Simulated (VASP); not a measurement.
An input for Quantum ESPRESSO's pw.x (written as the equivalent of a VASP run, and not itself run):

```
&CONTROL
  calculation = 'scf'
  pseudo_dir = './pseudo'
  outdir = './out'
  tprnfor = .true.
  tstress = .true.
/
&SYSTEM
  ibrav = 0
  nat = 2
  ntyp = 2
  ecutwfc = 82
  occupations = 'smearing'
  smearing = 'methfessel-paxton'
  degauss = 0.00735
  input_dft = 'pbesol'
/
&ELECTRONS
  conv_thr = 7.3e-09
  electron_maxstep = 100
/
ATOMIC_SPECIES
  Hf 178.490 Hf.upf
  C 12.011 C.upf
CELL_PARAMETERS angstrom
     0.0000000    2.3481108    2.3481108
     2.3481108    0.0000000    2.3481108
     2.3481108    2.3481108    0.0000000
ATOMIC_POSITIONS crystal
  Hf   0.0000000  0.0000000  0.0000000
  C    0.5000000  0.5000000  0.5000000
K_POINTS automatic
  14 14 14 0 0 0
```

**Question.** Write the VASP files for the same calculation (PBEsol).

**Answer.** Several could match; the one computed here: 
### KPOINTS
```
Automatic mesh
0
Gamma
14 14 14
0 0 0
```

**INCAR**
```
ALGO  =  Normal
EDIFF  =  1E-7
ENCUT  =  520
GGA  =  PS
ISIF  =  2
ISMEAR  =  1
LASPH  =  T
LCHARG  =  F
LMAXMIX  =  6
LREAL  =  F
LWAVE  =  F
NELM  =  100
PREC  =  Accurate
SIGMA  =  0.1
SYSTEM  =  HfC
```

### POSCAR
```
HfC
1
    0.0000000000     2.3481108135     2.3481108135
    2.3481108135     0.0000000000     2.3481108135
    2.3481108135     2.3481108135     0.0000000000
Hf C
1 1
Direct
  0.0000000000   0.0000000000   0.0000000000
  0.5000000000   0.5000000000   0.5000000000
```

POTCAR, in this order: Hf_pv C (PBE.64 set). Program: vasp_std.

What does not carry over: the potentials are each code's own (VASP's PAW set, PseudoDojo norm-conserving files in pw.x), so ENCUT and ecutwfc are chosen apart and not converted; conv_thr bounds pw.x's estimated SCF error, while EDIFF bounds the energy change between steps.

The compound is HfC in the rock salt structure. This cell is one point of a volume scan, at 1.06 of the reference volume.
